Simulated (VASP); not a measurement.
An input for Quantum ESPRESSO's pw.x (written as the equivalent of a VASP run, and not itself run):

```
&CONTROL
  calculation = 'scf'
  pseudo_dir = './pseudo'
  outdir = './out'
  tprnfor = .true.
  tstress = .true.
/
&SYSTEM
  ibrav = 0
  nat = 4
  ntyp = 2
  ecutwfc = 98
  occupations = 'tetrahedra'
  input_dft = 'pz'
/
&ELECTRONS
  conv_thr = 7.3e-09
  electron_maxstep = 100
/
ATOMIC_SPECIES
  Si 28.085 Si.upf
  Ni 58.693 Ni.upf
CELL_PARAMETERS angstrom
     3.4269322    0.0000000   -0.0000000
     0.0000000    3.4269322    0.0000000
    -0.0000000    0.0000000    3.4269322
ATOMIC_POSITIONS crystal
  Si   0.0000000  0.0000000  0.0000000
  Ni   0.0000000  0.5000000  0.5000000
  Ni   0.5000000  0.0000000  0.5000000
  Ni   0.5000000  0.5000000  0.0000000
K_POINTS automatic
  10 10 10 0 0 0
```

Q: Translate this input to VASP (INCAR, KPOINTS, POSCAR, choice of POTCAR).

A: Several could match; the one computed here: 
INCAR:
```
ALGO=Normal
EDIFF=1E-7
ENCUT=400
ISIF=2
ISMEAR=-5
LASPH=T
LCHARG=T
LMAXMIX=4
LORBIT=11
LREAL=F
LWAVE=F
NEDOS=601
NELM=100
PREC=Accurate
SYSTEM=SiNi3
```

KPOINTS:
```
Regular mesh
0
Gamma
 10 10 10
0 0 0
```

### POSCAR
```
SiNi3
3.4269320
  1.0000000523   0.0000000000   0.0000000000
  0.0000000000   1.0000000523   0.0000000000
  0.0000000000   0.0000000000   1.0000000523
Si Ni
1 3
Direct
  0.0000000000   0.0000000000   0.0000000000
  0.0000000000   0.5000000000   0.5000000000
  0.5000000000   0.0000000000   0.5000000000
  0.5000000000   0.5000000000   0.0000000000
```

POTCAR, in this order: Si Ni (LDA.64 set). Program: vasp_std.

What does not carry over: the potentials are each code's own (VASP's PAW set, PseudoDojo norm-conserving files in pw.x), so ENCUT and ecutwfc are chosen apart and not converted; conv_thr bounds pw.x's estimated SCF error, while EDIFF bounds the energy change between steps.

The structure comes from a computed database's SiNi3 entry (Pm-3m); how it stands against other phases isn't given here. It was relaxed first.
